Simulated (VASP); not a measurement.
Output of a VASP run:

File OSZICAR:
```
       N       E                     dE             d eps       ncg     rms          rms(c)
DAV:   1     0.530243969559E+01    0.53024E+01   -0.55882E+03  1368   0.114E+03
DAV:   2    -0.186913146482E+02   -0.23994E+02   -0.23018E+02  2144   0.129E+02
DAV:   3    -0.188410985455E+02   -0.14978E+00   -0.14978E+00  1424   0.140E+01
DAV:   4    -0.188413444003E+02   -0.24585E-03   -0.24585E-03  1968   0.580E-01
DAV:   5    -0.188413444579E+02   -0.57607E-07   -0.57607E-07  1392   0.623E-03    0.558E+00
DAV:   6    -0.183525833140E+02    0.48876E+00   -0.37377E-01  1400   0.490E+00    0.335E+00
DAV:   7    -0.181881079824E+02    0.16448E+00   -0.41213E-01  1600   0.526E+00    0.768E-01
DAV:   8    -0.181893789108E+02   -0.12709E-02   -0.18508E-03  1400   0.512E-01    0.465E-02
DAV:   9    -0.181893944615E+02   -0.15551E-04   -0.12986E-04  1944   0.102E-01    0.272E-02
DAV:  10    -0.181894074872E+02   -0.13026E-04   -0.13602E-05  1376   0.434E-02    0.621E-03
DAV:  11    -0.181894073161E+02    0.17108E-06   -0.38995E-08   960   0.224E-03
   1 F= -.17838041E+02 E0= -.17838041E+02  d E =-.178380E+02
```

OUTCAR:
```
------------------------ aborting loop because EDIFF is reached ----------------------------------------
  FORCE on cell =-STRESS in cart. coord.  units (eV):
  Direction    XX          YY          ZZ          XY          YZ          ZX
  --------------------------------------------------------------------------------------
  Total        0.3525917      0.3525917      0.3525917     -0.0000000     -0.0000000     -0.0000000
  in kB       50.1743753     50.1743753     50.1743753     -0.0000000     -0.0000000     -0.0000000
  external PRESSURE =       0.1743753 kB  Pullay stress =      50.0000000 kB
  volume of cell :       11.26
      direct lattice vectors                 reciprocal lattice vectors
     0.000000000  1.778922003  1.778922003    -0.281069096  0.281069096  0.281069096
     1.778922003  0.000000000  1.778922003     0.281069096 -0.281069096  0.281069096
     1.778922003  1.778922003  0.000000000     0.281069096  0.281069096 -0.281069096
 POSITION                                       TOTAL-FORCE (eV/Angst)
 -----------------------------------------------------------------------------------
      0.00000      0.00000      0.00000         0.000000      0.000000      0.000000
      0.88946      0.88946      0.88946        -0.000000     -0.000000     -0.000000
 -----------------------------------------------------------------------------------
    total drift:                                0.000000      0.000000      0.000000
  FREE ENERGIE OF THE ION-ELECTRON SYSTEM (eV)
  ---------------------------------------------------
  free  energy   TOTEN  =       -18.1894073161 eV

  energy  without entropy=      -18.1894073161  energy(sigma->0) =      -18.18940732
  enthalpy is  TOTEN    =       -17.8380409898 eV   P V=        0.3513663264

 reached required accuracy - stopping structural energy minimisation
```
(Selected blocks of OUTCAR.)

### POSCAR
```
C
1
    0.0000000000     1.7789220029     1.7789220029
    1.7789220029     0.0000000000     1.7789220029
    1.7789220029     1.7789220029     0.0000000000
C
2
Direct
  0.0000000000   0.0000000000   0.0000000000
  0.2500000000   0.2500000000   0.2500000000
```

**Question.** Reconstruct the remaining input files.

**Answer.** This is not unique; one that fits is the input of the run itself, PBE GGA, plane waves, VASP's PBE PAW potentials (set 64).

**KPOINTS**
```
Automatic mesh
0
G
13 13 13
0 0 0
```

INCAR:
```
! general
SYSTEM  = C
PREC    = Accurate
ENCUT   = 620
LREAL   = .False.
LASPH   = .True.

! electronic loop
EDIFF   = 1E-6
NELM    = 100
ALGO    = Normal

! smearing
ISMEAR  = 0
SIGMA   = 0.05

! functional
GGA     = PE

! ions
IBRION  = 2
NSW     = 40
ISIF    = 3
EDIFFG  = -0.02
PSTRESS = 50

! output
LWAVE   = .False.
LCHARG  = .False.
```

POTCAR, in this order: C (PBE.64 set). Program: vasp_std.

The compound is C in the diamond structure. It was relaxed first under an external pressure of 5 GPa.
